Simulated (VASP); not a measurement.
Here is the system:

```
CELL_PARAMETERS angstrom
      1.56475    -2.71023     0.00000
      1.56475     2.71023     0.00000
      0.00000     0.00000     5.01493
ATOMIC_POSITIONS crystal
  Al 0.66667 0.33333 0.50012
  Al 0.33333 0.66667 0.00012
  N  0.66667 0.33333 0.88188
  N  0.33333 0.66667 0.38188
```

Method: PBE GGA, VASP's PBE PAW potentials (set 64) (plane waves; VASP). Settings: 600 eV cut-off, 10×10×6 Γ-centred mesh, Gaussian smearing of 0.050 eV, potentials Al N.

Estimate the energy per atom (σ→0).

```json
{
 "energy per atom (σ→0)": "-7.446 eV/atom"
}
```

The compound is AlN in the wurtzite structure. It was relaxed first.
